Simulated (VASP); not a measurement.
Given:

```
BaZrO3
1.0
    4.19000     0.00000     0.00000
    0.00000     4.19000     0.00000
    0.00000     0.00000     4.19000
Ba Zr O
1 1 3
Direct
  0.00000   0.00000   0.00000
  0.50000   0.50000   0.50000
  0.50000   0.00000   0.50000
  0.00000   0.50000   0.50000
  0.50000   0.50000   0.00000
```

Method: PBE GGA, VASP's PBE PAW potentials (set 64) (plane waves; VASP). Numerical set-up: 400 eV cut-off, 8×8×8 Γ-centred mesh, Fermi-Dirac smearing of 0.020 eV, potentials Ba_sv Zr_sv O.

At this cut-off the stress carries a Pulay error, which pulls relaxed volumes low.

Q: Give the stress tensor in GPa (positive for a compressed cell).

A: 
```
1.16  0.00  0.00
0.00  1.16  0.00
0.00  0.00  1.16
```
The pressure is its mean diagonal, 1.16 GPa.

The structure is a typed BaZrO3 crystal. The cell was not relaxed at this level.
